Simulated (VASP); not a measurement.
Data:

```xyz
2
Lattice="0.0000 2.4730 2.4730 2.4730 0.0000 2.4730 2.4730 2.4730 0.0000" Properties=species:S:1:pos:R:3 pbc="T T T"
Gd     0.0000     0.0000     0.0000
N      2.4730     2.4730     2.4730
```

The numbers are results of SCAN meta-GGA, VASP's PBE PAW potentials (set 64) (plane waves; VASP), not measurements. Run with 520 eV cut-off, 10×10×10 Γ-centred mesh, tetrahedra with Blöchl corrections, potentials Gd_3 N.

The 4f electrons are frozen in the core of the lanthanide potential, so 4f levels, which can set the real gap, and their magnetism are missing.

Estimate the energy per atom (σ→0), band gap (over mesh and band path) with the smallest direct gap where there is one.

```json
{
 "band gap (over mesh and band path)": "0.26 eV",
 "smallest direct gap (over mesh and band path)": "0.51 eV",
 "energy per atom (σ→0)": "-29.505 eV/atom"
}
```

The compound is GdN in the rock salt structure. It was relaxed first.
